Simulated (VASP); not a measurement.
Level of theory: PBE GGA, VASP's PBE PAW potentials (set 64) (plane waves; VASP 6.6.1).

VASP ran on this input.

**KPOINTS**
```
Automatic mesh
0
Gamma
6 6 6
0 0 0
```

**POSCAR**
```
CdSe
1
    0.0000000000     3.0954460000     3.0954460000
    3.0954460000     0.0000000000     3.0954460000
    3.0954460000     3.0954460000     0.0000000000
Cd Se
1 1
Direct
  0.0000000000   0.0000000000   0.0000000000
  0.7500000000   0.7500000000   0.7500000000
```

**INCAR**
```
SYSTEM = CdSe
PREC = Accurate
ENCUT = 300
EDIFF = 1E-6
NELM = 100
ALGO = Normal
LREAL = .FALSE.
LASPH = .TRUE.
ISMEAR = 0
SIGMA = 0.01
GGA = PE
LMAXMIX = 4
LWAVE = .FALSE.
LCHARG = .FALSE.
ISIF = 2
```

POTCAR, in this order: Cd Se (PBE.64 set). Program: vasp_std.

Q: Predict the energy per atom (σ→0), band gap (on the k-mesh).

A: 
```json
{
 "energy per atom (σ→0)": "-2.746 eV/atom",
 "band gap (on the k-mesh)": "0.49 eV"
}
```

OSZICAR:
```
...
DAV:   7    -0.549113812148E+01    0.22453E-01   -0.16561E-01   451   0.289E+00    0.204E+00
DAV:   8    -0.549140882482E+01   -0.27070E-03   -0.13777E-02   426   0.161E+00    0.235E-01
DAV:   9    -0.549153379767E+01   -0.12497E-03   -0.20441E-03   476   0.633E-01    0.475E-02
DAV:  10    -0.549160320542E+01   -0.69408E-04   -0.24249E-04   431   0.210E-01    0.454E-02
DAV:  11    -0.549164875576E+01   -0.45550E-04   -0.81917E-05   421   0.686E-02    0.124E-02
DAV:  12    -0.549164700447E+01    0.17513E-05   -0.92165E-06   486   0.397E-02    0.444E-03
DAV:  13    -0.549164765725E+01   -0.65278E-06   -0.24697E-06   392   0.124E-02
   1 F= -.54916477E+01 E0= -.54916477E+01  d E =-.249968E-51
```

The structure comes from a computed database's CdSe entry; how it stands against other phases isn't given here. The cell was not relaxed at this level.
